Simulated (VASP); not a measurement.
Y2CrBr2O2: single point with r2SCAN

Y2CrBr2O2:

```
CELL_PARAMETERS angstrom
0.00000 3.94005 0.00000
3.94005 0.00000 0.00000
1.97002 1.97002 -8.45861
ATOMIC_POSITIONS crystal
Y 0.39500 0.39500 0.21000
Y 0.60500 0.60500 0.79000
Cr 0.00000 0.00000 0.00000
O 0.50000 0.00000 0.00000
O 0.00000 0.50000 0.00000
Br 0.14700 0.14700 0.70600
Br 0.85300 0.85300 0.29400
```

The cell was built by a generator and needn't be a form met in nature.

```yaml
Program: VASP 6.6.1
Task: single point
Functional: r2SCAN
Potentials_or_basis: VASP PAW PBE potentials, release 64 (Y_sv, Cr_pv, O, Br)
Cutoff: 520 eV
k_mesh: 5 × 5 × 5
Occupations: fermi-dirac, width 0.1177 eV
Spin: no spin polarisation
```

| Property | Result |
| --- | --- |
| Pressure | -1.4 GPa |
| Largest force | 2.869 eV/Å |
| Band gap on the k mesh | none (metal or under the smearing width) |

Forces in eV/Å, atoms in the order of the input:
```
Y    0.000  0.000  2.869
Y    0.000  0.000 -2.869
Cr   0.000  0.000  0.000
O    0.000  0.000  0.000
O    0.000  0.000  0.000
Br   0.000  0.000  1.224
Br   0.000  0.000 -1.224
```

Stress tensor (GPa, compression positive):
```
 0.20  0.00  0.00
 0.00  0.20  0.00
 0.00  0.00 -4.53
```

Levels at points of the mesh, in eV from the Fermi level:
```tsv
k point	band 27	band 28	band 29	band 30	band 31	band 32	band 33	band 34
(0.00, 0.00, 0.00)	-4.47	-1.50	-1.37	-1.35	-1.35	-0.59	-0.35	0.60
```

It took 5.5 min on 1 thread of Intel(R) Xeon(R) Platinum 8488C (Sapphire Rapids), on a shared host, peak memory 0.32 GiB.

Caveat: the PAW data sets were made with another functional, which shifts forces and pressure a little; the run has no spin polarisation, though such a crystal can be magnetic; semilocal functionals often make such compounds metallic where correlation or magnetic order opens a gap, which also shifts bond lengths. Spin polarisation is off, so any magnetic state and its effect on volume and gap are missing.
